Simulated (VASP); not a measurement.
Consider the following.

```xyz
3
Lattice="0.0000 3.2456 3.2456 3.2456 0.0000 3.2456 3.2456 3.2456 0.0000" Properties=species:S:1:pos:R:3 pbc="T T T"
Mg     1.6228     1.6228     1.6228
Mg     4.8683     4.8683     4.8683
Ge     0.0000     0.0000     0.0000
```

Level of theory: AM05 GGA, VASP's PBE PAW potentials (set 64) (plane waves; VASP 6.6.1). Run with 520 eV cut-off, 6×6×6 Γ-centred mesh, Gaussian smearing of 0.050 eV, potentials Mg Ge_d.

What does the run give for the energy per atom (σ→0), pressure, band gap (on the k-mesh) with the smallest direct gap where there is one?

```yaml
band gap (on the k-mesh): 0.12 eV
smallest direct gap (on the k-mesh): 0.73 eV
energy per atom (σ→0): -2.875 eV/atom
pressure: -2.79 GPa
```

Total energies compare only between runs with the same potentials, cut-off and functional.

The compound is Mg2Ge in the antifluorite structure. This cell is one point of a volume scan, at 1.06 of the reference volume.
